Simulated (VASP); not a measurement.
# SnSe2: how numerical settings change the zone-centre modes, part 2 of 3

How far do the zone-centre frequencies of SnSe2 depend on the numerical settings? The starting structure is a measured crystal structure from the Crystallography Open Database.

VASP 6.6.1.

### 2. Reference modes (continued)

Level of this step: LDA; plane waves and PAW (Sn_d, Se) (VASP).

OUTCAR, selected parts (step 2):

```text
ion  position               nearest neighbor table
   1  0.000  0.000  0.000-   2 2.70   3 2.70   3 2.70   2 2.70   2 2.70   3 2.70
   2  0.667  0.333  0.732-   1 2.70   1 2.70   1 2.70
   3  0.333  0.667  0.268-   1 2.70   1 2.70   1 2.70

  LATTYP: Found a hexagonal cell.
 ALAT       =     3.8071073613
 C/A-ratio  =     1.5464906740

 Subroutine GETGRP returns: Found 12 space group operations
 (whereof 12 operations were pure point group operations)

The static configuration has the point symmetry D_3d.

 Found     24 irreducible k-points:

   k-points           NKPTS =     24   k-points in BZ     NKDIM =     24   number of bands    NBANDS=     19

   dimension x,y,z NGX =    28 NGY =   28 NGZ =   42
   dimension x,y,z NGXF=    56 NGYF=   56 NGZF=   84

   ENCUT  =  450.0 eV  33.07 Ry    5.75 a.u.   6.59  6.59 10.18*2*pi/ulx,y,z

   NELECT =      26.0000    total number of electrons

 k-points in reciprocal lattice and weights: Automatic mesh
   0.00000000  0.00000000  0.00000000       0.007
   0.16666667 -0.00000000  0.00000000       0.042
   0.33333333  0.00000000  0.00000000       0.042
   0.50000000 -0.00000000  0.00000000       0.021
   0.16666667  0.16666667  0.00000000       0.042
   0.33333333  0.16666667  0.00000000       0.083
   0.33333333  0.33333333  0.00000000       0.014
   0.00000000  0.00000000  0.25000000       0.014
   0.16666667 -0.00000000  0.25000000       0.042
[...]
0.33333333  0.16666667  0.50000000       0.083
   0.33333333  0.33333333  0.50000000       0.014

 average (electrostatic) potential at core
       1-101.8929       2 -59.0834       3 -59.0834

  Total        0.0031853      0.0031853     -0.0006025      0.0000000      0.0000000     -0.0000000
  in kB        0.0690548      0.0690548     -0.0130627      0.0000000      0.0000000     -0.0000000
  external PRESSURE =       0.0416823 kB  Pullay stress =       0.0000000 kB

  energy-cutoff  :      450.00
  volume of cell :       73.90
      direct lattice vectors                 reciprocal lattice vectors
     3.807107361  0.000000000  0.000000000     0.262666614  0.151650640  0.000000000
    -1.903553681  3.297051690  0.000000000     0.000000000  0.303301281  0.000000000
     0.000000000  0.000000000  5.887656029     0.000000000  0.000000000  0.169846879

 POSITION                                       TOTAL-FORCE (eV/Angst)
 -----------------------------------------------------------------------------------
      0.00000      0.00000      0.00000        -0.000000      0.000000      0.000000
      1.90355      1.09902      4.31191         0.000000      0.000000     -0.000595
     -0.00000      2.19803      1.57575        -0.000000      0.000000      0.000595
 -----------------------------------------------------------------------------------
    total drift:                                0.000000     -0.000000      0.000000

 MACROSCOPIC STATIC DIELECTRIC TENSOR (including local field effects in DFT)
 ------------------------------------------------------
          17.936993     0.000000    -0.000000
           0.000000    17.936993     0.000000
          -0.000000     0.000000    21.141688
 ------------------------------------------------------

 PIEZOELECTRIC TENSOR (including local field effects)  for field in x, y, z        (C/m^2)
          XX          YY          ZZ          XY          YZ          ZX
  --------------------------------------------------------------------------------
  x     0.00000     0.00000     0.00000     0.00000     0.00000     0.00000
  y     0.00000     0.00000     0.00000     0.00000     0.00000     0.00000
  z     0.00000     0.00000     0.00000     0.00000     0.00000     0.00000

 BORN EFFECTIVE CHARGES (including local field effects) (in |e|, cummulative output)
 ---------------------------------------------------------------------------------
 ion    1
    1     5.45698     0.00000     0.00000
    2     0.00000     5.45698    -0.00000
    3     0.00000     0.00000     2.54079
 ion    2
    1    -2.72849    -0.00000     0.00000
    2    -0.00000    -2.72849     0.00000
    3     0.00000    -0.00000    -1.27039
 ion    3
    1    -2.72849    -0.00000    -0.00000
    2    -0.00000    -2.72849     0.00000
    3    -0.00000    -0.00000    -1.27039

 Eigenvectors and eigenvalues of the dynamical matrix
 ----------------------------------------------------

   1 f  =    7.294345 THz    45.831724 2PiTHz  243.313174 cm-1    30.166975 meV
             X         Y         Z           dx          dy          dz
      0.000000  0.000000  0.000000     0.000000    0.000000   -0.756315
      1.903554  1.099017  4.311906     0.000000    0.000000    0.462595
     -0.000000  2.198034  1.575750    -0.000000   -0.000000    0.462595

   2 f  =    5.452818 THz    34.261065 2PiTHz  181.886425 cm-1    22.551032 meV
             X         Y         Z           dx          dy          dz
      0.000000  0.000000  0.000000     0.000000    0.000000    0.000000
      1.903554  1.099017  4.311906     0.000000    0.000000    0.707107
     -0.000000  2.198034  1.575750    -0.000000   -0.000000   -0.707107

   3 f  =    4.359846 THz    27.393721 2PiTHz  145.428811 cm-1    18.030866 meV
             X         Y         Z           dx          dy          dz
      0.000000  0.000000  0.000000     0.628052    0.420963    0.000000
      1.903554  1.099017  4.311906    -0.384421   -0.257665    0.000000
     -0.000000  2.198034  1.575750    -0.384421   -0.257665    0.000000

   4 f  =    4.359846 THz    27.393721 2PiTHz  145.428811 cm-1    18.030866 meV
             X         Y         Z           dx          dy          dz
      0.000000  0.000000  0.000000     0.420963   -0.628052    0.000000
      1.903554  1.099017  4.311906    -0.257665    0.384421    0.000000
     -0.000000  2.198034  1.575750    -0.257665    0.384421    0.000000

   5 f  =    3.812995 THz    23.957757 2PiTHz  127.187838 cm-1    15.769275 meV
             X         Y         Z           dx          dy          dz
      0.000000  0.000000  0.000000    -0.000000   -0.000000    0.000000
      1.903554  1.099017  4.311906     0.587373    0.393692   -0.000000
     -0.000000  2.198034  1.575750    -0.587373   -0.393692    0.000000

   6 f  =    3.812995 THz    23.957757 2PiTHz  127.187838 cm-1    15.769275 meV
             X         Y         Z           dx          dy          dz
      0.000000  0.000000  0.000000    -0.000000   -0.000000    0.000000
      1.903554  1.099017  4.311906     0.393692   -0.587373    0.000000
     -0.000000  2.198034  1.575750    -0.393692    0.587373    0.000000

   7 f/i=    0.003471 THz     0.021810 2PiTHz    0.115786 cm-1     0.014356 meV
             X         Y         Z           dx          dy          dz
      0.000000  0.000000  0.000000    -0.650891   -0.068422    0.000000
      1.903554  1.099017  4.311906    -0.531701   -0.055892    0.000000
     -0.000000  2.198034  1.575750    -0.531701   -0.055892    0.000000

   8 f/i=    0.003471 THz     0.021810 2PiTHz    0.115786 cm-1     0.014356 meV
             X         Y         Z           dx          dy          dz
      0.000000  0.000000  0.000000     0.068422   -0.650891    0.000000
      1.903554  1.099017  4.311906     0.055892   -0.531701    0.000000
     -0.000000  2.198034  1.575750     0.055892   -0.531701    0.000000

   9 f/i=    0.008413 THz     0.052858 2PiTHz    0.280613 cm-1     0.034792 meV
             X         Y         Z           dx          dy          dz
      0.000000  0.000000  0.000000    -0.000000   -0.000000   -0.654208
      1.903554  1.099017  4.311906    -0.000000   -0.000000   -0.534795
     -0.000000  2.198034  1.575750    -0.000000   -0.000000   -0.534795

 MACROSCOPIC STATIC DIELECTRIC TENSOR IONIC CONTRIBUTION
 ------------------------------------------------------
          13.829513     0.000000    -0.000000
           0.000000    13.829513     0.000000
          -0.000000     0.000000     1.070898
 ------------------------------------------------------

 ELASTIC MODULI CONTR FROM IONIC RELAXATION (kBar)
 Direction    XX          YY          ZZ          XY          YZ          ZX
 --------------------------------------------------------------------------------
 XX        -129.9539   -109.0792   -316.9056     -0.0000     42.1661      0.0000
 YY        -109.0792   -129.9539   -316.9056     -0.0000    -42.1661     -0.0000
 ZZ        -316.9056   -316.9056   -840.2950     -0.0000     -0.0000     -0.0000
 XY          -0.0000     -0.0000     -0.0000    -10.4373     -0.0000     55.1146
 YZ          42.1661    -42.1661     -0.0000     -0.0000   -170.3477     -0.0000
 ZX           0.0000     -0.0000     -0.0000     55.1146     -0.0000   -291.0337
 --------------------------------------------------------------------------------

 PIEZOELECTRIC TENSOR IONIC CONTR  for field in x, y, z        (C/m^2)
          XX          YY          ZZ          XY          YZ          ZX
  --------------------------------------------------------------------------------
  x     0.00000     0.00000     0.00000    -0.00000    -0.00000     0.00000
  y     0.00000     0.00000     0.00000     0.00000     0.00000    -0.00000
  z    -0.00000     0.00000    -0.00000     0.00000     0.00000    -0.00000
```

Energies printed during the response cycles are not total energies of the cell.

Reference: the zone-centre modes are A2u 243.3, A1g 181.9, Eu 145.4, Eg 127.2 cm⁻¹.

### 3. Modes with a 4×4×2 mesh

Against step 2 the input has a 4×4×2 mesh.

File INCAR:

```
SYSTEM = SnSe2
PREC = Accurate
ENCUT = 450
EDIFF = 1E-08
NELM = 100
ISMEAR = 0
SIGMA = 0.03
LREAL = .FALSE.
ALGO = Normal
GGA = CA
NBANDS = 19
LORBIT = 11
LWAVE = .FALSE.
LCHARG = .FALSE.
KPAR = 2
IBRION = 8
LEPSILON = .TRUE.
ISIF = 2
```

File POSCAR:

```
SnSe2
1.0
    3.8071073613      0.0000000000      0.0000000000
   -1.9035536806      3.2970516898      0.0000000000
    0.0000000000      0.0000000000      5.8876560292
Sn Se
1 2
Direct
    0.0000000000      0.0000000000      0.0000000000
    0.6666666667      0.3333333333      0.7323637513
    0.3333333333      0.6666666667      0.2676362487
```

File KPOINTS:

```
Automatic mesh
0
Gamma
4 4 2
0 0 0
```

Potentials, in the order of the species: Sn_d and Se (LDA family, release 64).

Command:

```bash
mpirun -np 2 vasp_std
```

The log of the run:

```text
[... set-up lines as in an earlier step ...]
 entering main loop
       N       E                     dE             d eps       ncg     rms          rms(c)
DAV:   1     0.183709667779E+03    0.18371E+03   -0.11252E+04   304   0.146E+03
DAV:   2     0.693131418385E+01   -0.17678E+03   -0.17139E+03   315   0.364E+02
DAV:   3    -0.133797232438E+02   -0.20311E+02   -0.19843E+02   391   0.111E+02
DAV:   4    -0.139811512126E+02   -0.60143E+00   -0.60024E+00   346   0.200E+01
[...]
DAV:  13    -0.136940282699E+02   -0.75375E-07   -0.24987E-07   339   0.410E-03    0.158E-03
DAV:  14    -0.136940282596E+02    0.10316E-07   -0.33572E-08   313   0.113E-03    0.493E-04
DAV:  15    -0.136940282599E+02   -0.26012E-09   -0.36586E-09   182   0.452E-04
   1 F= -.13694028E+02 E0= -.13694028E+02  d E =-.163223E-15
 Linear response reoptimize wavefunctions to high precision
DAV:   1    -0.136940282600E+02   -0.10323E-09   -0.46299E-10   206   0.177E-04
DAV:   2    -0.136940282599E+02    0.10459E-09   -0.86864E-11   176   0.864E-05
[...]
RMM:  14    -0.806329258752E-01   -0.93950E-08   -0.49608E-09   617   0.109E-05    0.431E-08
 first order change of Fermi-energy  -0.14837E-04
 force on displaced ion       2 direction 1 :  -3.727  -0.002   0.001
 Born effective charge ion    2 direction 1 :  -3.703   0.001  -0.000
 Linear response progress:
  Degree of freedom:   4/  4
       N       E                     dE             d eps       ncg     rms          rms(c)
RMM:   1    -0.990827774295E-01   -0.99083E-01    0.66895E-02   651   0.153E+00
RMM:   2    -0.971489174024E-01    0.19339E-02   -0.22763E-03   540   0.257E-01    0.949E-02
RMM:   3    -0.970182016054E-01    0.13072E-03   -0.26916E-04   575   0.806E-02    0.439E-02
RMM:   4    -0.970118749061E-01    0.63267E-05   -0.43940E-05   588   0.392E-02    0.195E-02
[...]
RMM:   9    -0.970294948419E-01    0.13537E-07    0.24264E-07   605   0.183E-04    0.341E-05
RMM:  10    -0.970293886231E-01    0.10622E-06    0.14400E-07   624   0.510E-05    0.899E-06
RMM:  11    -0.970293943039E-01   -0.56809E-08   -0.95848E-08   638   0.217E-05    0.309E-06
 first order change of Fermi-energy   0.55627E+00
 force on displaced ion       2 direction 3 :   0.000  -0.000  -8.715
 Born effective charge ion    2 direction 3 :   0.000   0.000  -1.263
 Born effective charges drift removed
 Linear response finished
```

Run time: 62 s. Hardware: 2 MPI ranks of Intel Xeon 6975P-C (Granite Rapids), shared host; peak memory 0.43 GiB.

From OUTCAR (step 3):

```text
  Total        0.3754002      0.3754002     -0.3130688      0.0000000      0.0000000      0.0000000
  in kB        8.1384513      8.1384513     -6.7871434      0.0000000      0.0000000      0.0000000
  external PRESSURE =       3.1632531 kB  Pullay stress =       0.0000000 kB

 POSITION                                       TOTAL-FORCE (eV/Angst)
 -----------------------------------------------------------------------------------
      0.00000      0.00000      0.00000         0.000000      0.000000      0.000000
      1.90355      1.09902      4.31191        -0.000000      0.000000      0.067859
     -0.00000      2.19803      1.57575        -0.000000     -0.000000     -0.067859
 -----------------------------------------------------------------------------------
    total drift:                                0.000000     -0.000000      0.000000

 MACROSCOPIC STATIC DIELECTRIC TENSOR (including local field effects in DFT)
 ------------------------------------------------------
          22.770227     0.000000    -0.000000
           0.000000    22.770227     0.000000
          -0.000000     0.000000    45.336003
 ------------------------------------------------------

 MACROSCOPIC STATIC DIELECTRIC TENSOR IONIC CONTRIBUTION
 ------------------------------------------------------
          16.599061     0.000000     0.000000
           0.000000    16.599061     0.000000
           0.000000     0.000000     0.924682
 ------------------------------------------------------

[... 1 part as in an earlier step ...]

[... 1 further part left out ...]
```

The log as kept lacks single lines of electronic cycles.

With a 4×4×2 mesh the modes are A2u 243.3, A1g 186.3, Eu 144.3, Eg 129.4 cm⁻¹; the largest shift is +4.4 cm⁻¹, in A1g, from the reference.

### 4. Modes with a cutoff of 240 eV

Against step 2 the input has ENCUT = 240.

INCAR: that of step 3 with these lines changed.

```diff
@@ -2,3 +2,3 @@
 PREC = Accurate
-ENCUT = 450
+ENCUT = 240
 EDIFF = 1E-08
```

POSCAR is that of step 3.

File KPOINTS:

```
Automatic mesh
0
Gamma
6 6 4
0 0 0
```

Command:

```bash
mpirun -np 2 vasp_std
```

The log of the run:

```text
[... set-up lines as in an earlier step ...]
 entering main loop
       N       E                     dE             d eps       ncg     rms          rms(c)
DAV:   1     0.138846372770E+03    0.13885E+03   -0.82584E+03   923   0.920E+02
DAV:   2    -0.201109914772E+01   -0.14086E+03   -0.13709E+03  1051   0.254E+02
DAV:   3    -0.138431876708E+02   -0.11832E+02   -0.11723E+02  1119   0.807E+01
DAV:   4    -0.140599208908E+02   -0.21673E+00   -0.21656E+00  1110   0.120E+01
[...]
DAV:  12    -0.137739565423E+02    0.23356E-06   -0.73244E-07  1120   0.511E-03    0.404E-03
DAV:  13    -0.137739566061E+02   -0.63756E-07   -0.19529E-07  1023   0.327E-03    0.140E-03
DAV:  14    -0.137739565965E+02    0.95351E-08   -0.29140E-08   920   0.951E-04
   1 F= -.13773957E+02 E0= -.13773957E+02  d E =-.519347E-14
 Linear response reoptimize wavefunctions to high precision
DAV:   1    -0.137739565975E+02   -0.96770E-09   -0.29821E-09   872   0.381E-04
DAV:   2    -0.137739565975E+02   -0.41837E-10   -0.13966E-10   489   0.834E-05
 Linear response G [H, r] |phi>, progress :
  Direction:   1
[...]
RMM:  13    -0.797210045467E-01    0.15268E-07    0.13772E-08  2420   0.197E-05    0.995E-08
 first order change of Fermi-energy   0.20947E-04
 force on displaced ion       2 direction 1 :  -3.691  -0.002   0.000
 Born effective charge ion    2 direction 1 :  -2.928   0.000  -0.000
 Linear response progress:
  Degree of freedom:   4/  4
       N       E                     dE             d eps       ncg     rms          rms(c)
RMM:   1    -0.984856753350E-01   -0.98486E-01    0.68148E-02  1980   0.148E+00
RMM:   2    -0.965780098275E-01    0.19077E-02   -0.25047E-03  1609   0.264E-01    0.950E-02
RMM:   3    -0.964401636073E-01    0.13785E-03   -0.28138E-04  1725   0.844E-02    0.443E-02
RMM:   4    -0.964321634889E-01    0.80001E-05   -0.96222E-05  1765   0.407E-02    0.191E-02
[...]
RMM:  10    -0.964412771512E-01    0.88907E-07   -0.15344E-07  1836   0.806E-05    0.945E-06
RMM:  11    -0.964412805840E-01   -0.34328E-08   -0.17295E-07  1864   0.383E-05    0.352E-06
RMM:  12    -0.964412876603E-01   -0.70763E-08    0.56580E-08  1760   0.284E-05    0.941E-07
 first order change of Fermi-energy  -0.89195E+00
 force on displaced ion       2 direction 3 :  -0.000   0.000  -8.482
 Born effective charge ion    2 direction 3 :   0.000   0.000  -1.312
 Born effective charges drift removed
 Linear response finished
```

Elapsed: 66 s, on 2 MPI ranks; peak memory 0.37 GiB.

From OUTCAR (step 4):

```text
  Total       -0.2227973     -0.2227973     -0.2313549     -0.0000000     -0.0000000     -0.0000000
  in kB       -4.8301118     -4.8301118     -5.0156365     -0.0000000     -0.0000000     -0.0000000
  external PRESSURE =      -4.8919534 kB  Pullay stress =       0.0000000 kB

 POSITION                                       TOTAL-FORCE (eV/Angst)
 -----------------------------------------------------------------------------------
      0.00000      0.00000      0.00000        -0.000000      0.000000     -0.000000
      1.90355      1.09902      4.31191         0.000000     -0.000000     -0.006946
     -0.00000      2.19803      1.57575        -0.000000      0.000000      0.006946
 -----------------------------------------------------------------------------------
    total drift:                               -0.000000     -0.000000      0.000000

 MACROSCOPIC STATIC DIELECTRIC TENSOR (including local field effects in DFT)
 ------------------------------------------------------
          17.949773     0.000000    -0.000000
           0.000000    17.949773     0.000000
           0.000000     0.000000    21.188103
 ------------------------------------------------------

 MACROSCOPIC STATIC DIELECTRIC TENSOR IONIC CONTRIBUTION
 ------------------------------------------------------
          13.615026     0.000000     0.000000
           0.000000    13.615026     0.000000
           0.000000     0.000000     1.074312
 ------------------------------------------------------

[... 1 part as in an earlier step ...]

[... 1 further part left out ...]
```

With a cutoff of 240 eV the modes are A2u 243.7, A1g 181.8, Eu 146.7, Eg 127.6 cm⁻¹; the largest shift is +1.3 cm⁻¹, in Eu, from the reference.

(Part 2 of 3 ends here.)

[Lines on the potential files, build, host, timing and source positions are cut from VASP's logs without a mark.]

[Logs are printed without paths, hosts, clocks, repeated set-up lines and the standing remarks that a program may print on its own settings, such as how far it seeks lower states.]

[Hosts, paths, dates, database ids (printed as entryN), source tags and the programs' standing remarks are cut or masked in the printed files.]
